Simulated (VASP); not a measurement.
VASP runs on CsBr (CsCl type) share one base input (PBE GGA, plane waves, VASP's PBE PAW potentials (set 64)) and change the settings named in each case.

POSCAR:
```
CsBr
1
    4.2900000000     0.0000000000     0.0000000000
    0.0000000000     4.2900000000     0.0000000000
    0.0000000000     0.0000000000     4.2900000000
Cs Br
1 1
Direct
  0.0000000000   0.0000000000   0.0000000000
  0.5000000000   0.5000000000   0.5000000000
```

File KPOINTS:
```
Automatic mesh
0
gamma
 6 6 6
```

**INCAR**
```
PREC = Accurate
SIGMA = 0.05   # width (eV)
ISIF = 2   # forces and stress, cell fixed
LCHARG = F
NELM = 100
SYSTEM = CsBr
LASPH = T   # aspherical one-centre terms
GGA = PE   # PBE
LWAVE = F
EDIFF = 1E-6   # SCF stop (eV)
ISMEAR = 0   # Gaussian
LMAXMIX = 4   # l cut-off of mixed one-centre charges
LREAL = F   # projection in real space or not
ENCUT = 400
ALGO = Normal
```

POTCAR, in this order: Cs_sv Br (PBE.64 set). Program: vasp_std.

| change | E(σ→0) (eV/atom) | gap on the mesh (eV) | −TS (eV) |
|---|---|---|---|
| base run | -3.0028 | 4.51 | 0.0000 |
| NELECT = 15.5 | -2.8377 | 0.00 | -0.0093 |
| NELECT = 15.9 | -2.9836 | 0.00 | -0.0039 |
| NELECT = 15.98 | [?] | 0.00 | -0.0011 |
| NELECT = 16.02 | -2.9588 | 0.00 | -0.0003 |
| NELECT = 16.1 | -2.7697 | 0.00 | -0.0011 |
| NELECT = 16.5 | -1.7846 | 0.00 | -0.0044 |

Question: What belongs in the gaps?

Answer: 
- NELECT = 15.98, E(σ→0) (eV/atom): -2.9997

Charged cells carry a uniform compensating background. Unless said otherwise, spin-orbit coupling is left out, though it shifts the bands of the heavy elements here.

Left out are runs that ran out of time, are held back, or changed the cell or the kind of run, fixed moments of cells without a moment, rows past the twelfth, gaps on odd meshes, pressures of charged cells and columns that move by less than the noise.

The compound is CsBr in the CsCl type structure. The cell was not relaxed at this level.
